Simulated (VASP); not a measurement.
Consider the following.

```xyz
2
Lattice="0.0000 2.4350 2.4350 2.4350 0.0000 2.4350 2.4350 2.4350 0.0000" Properties=species:S:1:pos:R:3 pbc="T T T"
Be     0.0000     0.0000     0.0000
S      1.2175     1.2175     1.2175
```

Calculation: G0W0 on PBE orbitals, VASP's PBE PAW potentials (set 64) (plane waves; VASP). Settings: PREC = Normal, 500 eV cut-off, 4×4×4 Γ-centred mesh, Gaussian smearing of 0.010 eV, potentials Be_sv_GW S_GW.

The mesh is coarse and the basis finite, so the quasiparticle values are not converged.

NBANDS = 64, ENCUTGW = 150 eV, NOMEGA = 64. The PBE levels (eV) that the step starts from are:

```
state                          KS energy  filling
-----------------------------  ---------  -------
k1 (0.00, 0.00, 0.00), band 2      -9.66        2
k1 (0.00, 0.00, 0.00), band 3       3.92        2
k1 (0.00, 0.00, 0.00), band 4       3.92        2
k1 (0.00, 0.00, 0.00), band 5       3.92        2
k1 (0.00, 0.00, 0.00), band 6       9.55        0
k1 (0.00, 0.00, 0.00), band 7       9.55        0
k1 (0.00, 0.00, 0.00), band 8       9.55        0
k1 (0.00, 0.00, 0.00), band 9       9.75        0
k2 (0.25, 0.00, 0.00), band 2      -9.02        2
k2 (0.25, 0.00, 0.00), band 3       0.67        2
k2 (0.25, 0.00, 0.00), band 4       3.33        2
k2 (0.25, 0.00, 0.00), band 5       3.33        2
k2 (0.25, 0.00, 0.00), band 6       9.45        0
k2 (0.25, 0.00, 0.00), band 7      10.44        0
k2 (0.25, 0.00, 0.00), band 8      10.44        0
k2 (0.25, 0.00, 0.00), band 9      13.11        0
k7 (0.50, 0.50, 0.00), band 2      -7.58        2
k7 (0.50, 0.50, 0.00), band 3      -1.00        2
k7 (0.50, 0.50, 0.00), band 4       1.31        2
k7 (0.50, 0.50, 0.00), band 5       1.31        2
k7 (0.50, 0.50, 0.00), band 6       7.04        0
k7 (0.50, 0.50, 0.00), band 7       8.88        0
k7 (0.50, 0.50, 0.00), band 8      16.53        0
k7 (0.50, 0.50, 0.00), band 9      16.53        0
```

Problem. Give the quasiparticle energies and renormalisation factors Z.

Solution. 
| state | QP energy (eV) | Z |
|---|---|---|
| k1 (0.00, 0.00, 0.00), band 2 | -10.92 | 0.74 |
| k1 (0.00, 0.00, 0.00), band 3 | 3.06 | 0.79 |
| k1 (0.00, 0.00, 0.00), band 4 | 3.06 | 0.79 |
| k1 (0.00, 0.00, 0.00), band 5 | 3.06 | 0.79 |
| k1 (0.00, 0.00, 0.00), band 6 | 10.47 | 0.80 |
| k1 (0.00, 0.00, 0.00), band 7 | 10.47 | 0.80 |
| k1 (0.00, 0.00, 0.00), band 8 | 10.47 | 0.80 |
| k1 (0.00, 0.00, 0.00), band 9 | 10.40 | 0.80 |
| k2 (0.25, 0.00, 0.00), band 2 | -10.20 | 0.74 |
| k2 (0.25, 0.00, 0.00), band 3 | -0.45 | 0.78 |
| k2 (0.25, 0.00, 0.00), band 4 | 2.44 | 0.79 |
| k2 (0.25, 0.00, 0.00), band 5 | 2.44 | 0.79 |
| k2 (0.25, 0.00, 0.00), band 6 | 10.21 | 0.80 |
| k2 (0.25, 0.00, 0.00), band 7 | 11.38 | 0.79 |
| k2 (0.25, 0.00, 0.00), band 8 | 11.38 | 0.79 |
| k2 (0.25, 0.00, 0.00), band 9 | 13.98 | 0.78 |
| k7 (0.50, 0.50, 0.00), band 2 | -8.59 | 0.74 |
| k7 (0.50, 0.50, 0.00), band 3 | -2.31 | 0.76 |
| k7 (0.50, 0.50, 0.00), band 4 | 0.24 | 0.78 |
| k7 (0.50, 0.50, 0.00), band 5 | 0.24 | 0.78 |
| k7 (0.50, 0.50, 0.00), band 6 | 7.53 | 0.81 |
| k7 (0.50, 0.50, 0.00), band 7 | 9.55 | 0.81 |
| k7 (0.50, 0.50, 0.00), band 8 | 17.75 | 0.77 |
| k7 (0.50, 0.50, 0.00), band 9 | 17.75 | 0.77 |
On the mesh the gap opens from 3.11 to 4.47 eV.

The compound is BeS in the zinc blende structure. The cell was not relaxed at this level. The k-mesh is coarse (spacing up to 0.56 per Å, 2π included), so the numbers may not be converged in it.
